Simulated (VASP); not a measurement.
**Mn2ZnAs2 under changes of volume**

One of the cells (19.508 Å³/atom); the others are scaled copies at fixed shape and fractional positions:

```
As Zn Mn
1.0
     4.12615    0.00000    0.00000
    -2.06307    3.57335    0.00000
     0.00000    0.00000    6.61552
As Zn Mn
2 1 2
Direct
  0.66667 0.33333 0.23207
  0.33333 0.66667 0.76793
  0.00000 0.00000 0.00000
  0.66667 0.33333 0.63056
  0.33333 0.66667 0.36944
```

```yaml
Program: VASP 6.6.1
Functional: PBE
Potentials_or_basis: VASP PAW PBE potentials, release 64 (As, Zn, Mn_pv)
Cutoff: 520 eV
k_mesh: 8 × 8 × 4
Occupations: fermi-dirac, width 0.05 eV
Spin: collinear spin, ferromagnetic start
Starting_moments: "[0.0, 0.0, 0.0, 4.0, 4.0] μB"
```

```tsv
volume (Å³/atom)	energy over the lowest point (meV/atom)	pressure (GPa)	moment (μB per cell)	largest force (eV/Å)
17.978	0.00	-2.3	6.25	0.674
18.361	?	?	?	?
18.743	16.69	-3.6	6.80	0.646
19.508	30.95	-3.3	7.78	0.417
19.891	38.93	-4.0	7.96	0.417
20.273	48.77	-4.7	8.08	0.440
```

Task: What does the run at 18.361 Å³/atom give?

Result: Energy over the lowest point 7.27 meV/atom; pressure -3.3 GPa; moment 6.44 μB per cell; largest force 0.683 eV/Å.

Worked out: A Birch-Murnaghan fit of order 3 (a polynomial in V^(-2/3)) to the other rows has no minimum within the range. It gives 9.19 meV/atom at 18.361 Å³/atom, against the run's 7.27, and -dE/dV = -3.4 GPa, against -3.3. A parabola through the other rows of the moment, of slope 1.03 μB per Å³/atom there, gives 6.60 μB, against the run's 6.44.

Energies are extrapolated to zero smearing.

Caveats: only a ferromagnetic start was run, and an antiferromagnetic order may lie lower in energy.
